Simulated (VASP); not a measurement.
Consider the following.

```
CdPt3
1.0
    3.95541     0.00000     0.00000
    0.00000     3.95541     0.00000
    0.00000     0.00000     3.95541
Cd Pt
1 3
Direct
  0.00000   0.00000   0.00000
  0.00000   0.50000   0.50000
  0.50000   0.00000   0.50000
  0.50000   0.50000   0.00000
```

The numbers are results of LDA (Ceperley-Alder, Perdew-Zunger) with spin-orbit coupling, VASP's LDA PAW potentials (set 64) (plane waves; VASP), not measurements. Settings: 400 eV cut-off, 7×7×7 Γ-centred mesh, Gaussian smearing of 0.050 eV, potentials Cd Pt.

Question: Give the energies of bands 35 to 48 at the high-symmetry points, in eV from the Fermi level.

Answer: 
```json
[
 {"band": "35", "Γ": "0.17", "X": "-1.82", "M": "-2.20", "R": "-1.20"},
 {"band": "36", "Γ": "0.17", "X": "-1.82", "M": "-2.20", "R": "-1.20"},
 {"band": "37", "Γ": "0.23", "X": "-1.79", "M": "-1.47", "R": "-1.20"},
 {"band": "38", "Γ": "0.23", "X": "-1.79", "M": "-1.47", "R": "-1.20"},
 {"band": "39", "Γ": "0.83", "X": "-1.78", "M": "-1.38", "R": "-0.89"},
 {"band": "40", "Γ": "0.83", "X": "-1.78", "M": "-1.38", "R": "-0.89"},
 {"band": "41", "Γ": "0.83", "X": "-0.55", "M": "-0.91", "R": "-0.44"},
 {"band": "42", "Γ": "0.83", "X": "-0.55", "M": "-0.91", "R": "-0.44"},
 {"band": "43", "Γ": "0.95", "X": "0.56", "M": "0.43", "R": "-0.20"},
 {"band": "44", "Γ": "0.95", "X": "0.56", "M": "0.43", "R": "-0.20"},
 {"band": "45", "Γ": "0.95", "X": "5.86", "M": "1.77", "R": "0.37"},
 {"band": "46", "Γ": "0.95", "X": "5.86", "M": "1.77", "R": "0.37"},
 {"band": "47", "Γ": "1.27", "X": "6.26", "M": "1.84", "R": "0.37"},
 {"band": "48", "Γ": "1.27", "X": "6.26", "M": "1.84", "R": "0.37"}
]
```

It has no gap at this level: it comes out as a metal or semimetal.

The structure comes from a computed database's CdPt3 entry (Pm-3m); how it stands against other phases isn't given here. It was relaxed first.
